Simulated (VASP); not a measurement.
Calculation: PBE GGA, VASP's PBE PAW potentials (set 64) (plane waves; VASP).

The input files of a VASP run:

### POSCAR
```
Rh
1
   -0.0000000000     1.9151676248     1.9151676248
    1.9151676248     0.0000000000     1.9151676248
    1.9151676248     1.9151676248     0.0000000000
Rh
1
Direct
  0.0000000000   0.0000000000   0.0000000000
```

KPOINTS:
```
K-points
0
gamma
15 15 15
0 0 0
```

**INCAR**
```
ALGO=Normal
EDIFF=1E-6
EDIFFG=-0.01
ENCUT=520
GGA=PE
IBRION=2
ISIF=3
ISMEAR=1
LASPH=.True.
LCHARG=.False.
LMAXMIX=4
LREAL=.False.
LWAVE=.False.
NELM=100
NSW=60
PREC=Accurate
SIGMA=0.1
SYSTEM=Rh
```

POTCAR, in this order: Rh_pv (PBE.64 set). Program: vasp_std.

Problem. What will the output report for the number of irreducible k-points (NKPTS), largest plane-wave count, number of space-group operations, FFT grid (NGX, NGY, NGZ)?

Solution. 
* **number of irreducible k-points (NKPTS)**: 120
* **largest plane-wave count**: 388
* **number of space-group operations**: 48
* **FFT grid (NGX, NGY, NGZ)**: 20 × 20 × 20

The compound is Rh in the fcc structure. This run relaxes it. Symmetry was kept, so distortions that lower it aren't found. The start is the result of an earlier pass.
